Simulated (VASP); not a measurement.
Calculation: vdW-DF2, VASP's PBE PAW potentials (set 64) (plane waves; VASP).

VASP ran on this input.

INCAR:
```
SYSTEM=AgCl
PREC=Accurate; ENCUT=520; LREAL=.FALSE.
LASPH=.TRUE.
EDIFF=1E-7; NELM=100; ALGO=Normal
LMAXMIX=4
ISMEAR=0; SIGMA=0.05
GGA=ML; LUSE_VDW=.TRUE.; AGGAC=0.0
ZAB_VDW=-1.8867
ISIF=2
LWAVE=.FALSE.; LCHARG=.FALSE.
```

KPOINTS:
```
K-points
0
Gamma
 8 8 8
0 0 0
```

POSCAR:
```
AgCl
1
    0.0000000000     2.8539292034     2.8539292034
    2.8539292034     0.0000000000     2.8539292034
    2.8539292034     2.8539292034     0.0000000000
Ag Cl
1 1
Direct
  0.0000000000   0.0000000000   0.0000000000
  0.5000000000   0.5000000000   0.5000000000
```

POTCAR, in this order: Ag Cl (PBE.64 set). Program: vasp_std.

Problem. Predict the energy per atom (σ→0), pressure, band gap (on the k-mesh).

Solution. 
```json
{
  "energy per atom (σ→0)": "-0.391 eV/atom",
  "band gap (on the k-mesh)": "0.94 eV",
  "pressure": "1.33 GPa"
}
```

### OSZICAR
```
...
DAV:   8    -0.781923125797E+00    0.15967E-02   -0.85927E-03   804   0.118E+00    0.268E-01
DAV:   9    -0.781803328364E+00    0.11980E-03   -0.95567E-04   824   0.524E-01    0.655E-02
DAV:  10    -0.781871444631E+00   -0.68116E-04   -0.17864E-04   809   0.145E-01    0.397E-02
DAV:  11    -0.781890614649E+00   -0.19170E-04   -0.54431E-05   764   0.930E-02    0.660E-03
DAV:  12    -0.781890651240E+00   -0.36590E-07   -0.45174E-06   794   0.330E-02    0.456E-03
DAV:  13    -0.781890968926E+00   -0.31769E-06   -0.97314E-07   849   0.973E-03    0.338E-03
DAV:  14    -0.781890872835E+00    0.96090E-07   -0.16956E-07   465   0.395E-03
   1 F= -.78189087E+00 E0= -.78189087E+00  d E =-.366242E-13
```

The compound is AgCl in the rock salt structure. This cell is one point of a volume scan, at 0.97 of the reference volume.
